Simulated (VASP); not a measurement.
AlN: Born charges and dielectric tensor with LDA

AlN:

```
Al N
1.0
     3.09119    0.00000    0.00000
    -1.54560    2.67705    0.00000
     0.00000    0.00000    4.94802
Al N
2 2
Direct
  0.66667 0.33333 0.49904
  0.33333 0.66667 0.99904
  0.66667 0.33333 0.88096
  0.33333 0.66667 0.38096
```

The cell is a database's computed one.

```yaml
Program: VASP 6.6.1
Task: Born charges and dielectric tensor
Functional: LDA
Potentials_or_basis: VASP PAW LDA potentials, release 64 (Al, N)
Cutoff: 600 eV
k_mesh: 9 × 9 × 6
Occupations: gaussian, width 0.02 eV
Spin: no spin polarisation
Further_INCAR_settings: ALGO = Fast; EDIFF = 1e-08; IBRION = 8; NSW = 1
```

```yaml
Band_gap_on_the_k_mesh: 4.40 eV, direct
Electronic_dielectric_tensor_diagonal: 4.40, 4.40, 4.62
Born_charges_mean_of_the_diagonal: Al +2.56; N -2.56 e
Highest_phonon_frequency_at_Γ_LO-TO_splitting_left_out: 732 cm⁻¹
```

Levels at points of the mesh, in eV from the valence-band top:
| k point | band 5 | band 6 | band 7 | band 8 | band 9 | band 10 | band 11 | band 12 |
| --- | --- | --- | --- | --- | --- | --- | --- | --- |
| (0.00, 0.00, 0.00) | -0.89 | -0.23 | -0.23 | 0.00 | 4.40 | 6.71 | 10.64 | 11.08 |
| (0.00, 0.00, 0.50) | -0.57 | -0.57 | -0.57 | -0.57 | 6.59 | 6.59 | 10.30 | 10.30 |

Phonon frequencies in cm⁻¹ (negative: imaginary):
| q point | frequencies |
| --- | --- |
| (0.000, 0.000, 0.000) | 0 0 0 239 239 554 624 671 671 682 682 732 |

Electronic dielectric tensor:
```
4.40 0.00 0.00
0.00 4.40 0.00
0.00 0.00 4.62
```

Born effective charge tensors (e):
atom 1, Al
```
2.51 0.00 0.00
0.00 2.51 0.00
0.00 0.00 2.67
```
atom 2, Al
```
2.51 0.00 0.00
0.00 2.51 0.00
0.00 0.00 2.67
```
atom 3, N
```
-2.51  0.00  0.00
 0.00 -2.51  0.00
 0.00  0.00 -2.67
```
atom 4, N
```
-2.51  0.00  0.00
 0.00 -2.51  0.00
 0.00  0.00 -2.67
```

It took 15 min on 1 thread of AMD EPYC 9R45 96-Core Processor (Zen 5), with other jobs on the host, peak memory 0.56 GiB.

The gap isn't set beside the measured one, since this odd mesh misses points on the zone boundary.

Caveat: an odd mesh through Γ misses points on the zone boundary, where band edges often lie.
